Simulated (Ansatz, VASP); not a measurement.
# SrCd: VASP beside Ansatz

Contents of INCAR:

```
SYSTEM = SrCd
PREC     = Accurate       ! precision mode
ENCUT    = 520            ! plane-wave cutoff, eV
EDIFF    = 1E-7           ! SCF threshold, eV
ISMEAR   = -1             ! smearing method
SIGMA    = 0.08           ! smearing width, eV
LREAL    = .False.        ! projectors in reciprocal space
LASPH    = .True.         ! aspherical terms in the spheres
NELM     = 80             ! most SCF steps
ALGO     = Normal         ! electronic algorithm
ISIF     = 2              ! what is computed and relaxed
LWAVE    = .False.        ! write WAVECAR
LCHARG   = .False.        ! write CHGCAR
GGA      = CA             ! functional
NBANDS   = 18             ! bands
```

File KPOINTS:

```
regular mesh
0
Gamma
  10 10 10
  0 0 0
```

File POSCAR:

```
SrCd
1.0
    4.0030000000      0.0000000000      0.0000000000
    0.0000000000      4.0030000000      0.0000000000
    0.0000000000      0.0000000000      4.0430300000
Sr Cd
1 1
Direct
    0.5000000000      0.5000000000      0.5000000000
    0.0000000000      0.0000000000      0.0000000000
```

Input for Ansatz:

```yaml
crystal:
  lattice:
    - [4.003, 0.0, 0.0]
    - [0.0, 4.003, 0.0]
    - [0.0, 0.0, 4.04303]
  atoms:
    - { symbol: Sr, position: [0.5, 0.5, 0.5] }
    - { symbol: Cd, position: [0.0, 0.0, 0.0] }
kpoints:
  mp_grid: { grid: [10, 10, 10] }
  band_path:
    path:
      - [0.0, 0.0, 0.0]
      - [0.0, 0.5, 0.0]
      - [0.5, 0.5, 0.0]
      - [0.0, 0.0, 0.0]
      - [0.0, 0.0, 0.5]
      - [0.0, 0.5, 0.5]
      - [0.5, 0.5, 0.5]
      - [0.0, 0.0, 0.5]
      - [0.0, 0.5, 0.0]
    npoints: 5
scf:
  occupations: { method: fermi_dirac, width: 0.08 }
hamiltonian:
  xc: lda
  pseudopotentials: { kind: all_electron, lapw: { basis_error: 0.0005 } }
output:
  forces: true
  stress: true
  eigenvalues: true
```

Change from the starting cell: zz strain of +1 %.

Alike in both runs: task single point; functional LDA; k mesh 10 × 10 × 10; occupations fermi-dirac, width 0.08 eV; no spin polarisation.

|  | VASP | Ansatz |
| --- | --- | --- |
| version | VASP 6.6.1 | Ansatz 0.2.0 |
| potentials or method | VASP PAW LDA potentials, release 64 (Sr_sv, Cd) | all-electron LAPW, scalar-relativistic |
| plane-wave cutoff (eV) | 520 | see its input |

Ansatz gave:

* pressure (GPa): -2.3
* largest component of the traceless stress (GPa): 0.19

Q: Which values does VASP return?

A: Pressure (GPa): -2.2; largest component of the traceless stress (GPa): 0.18.

Ansatz ran all-electron here, so the differences hold the error of VASP's frozen core and of both bases.
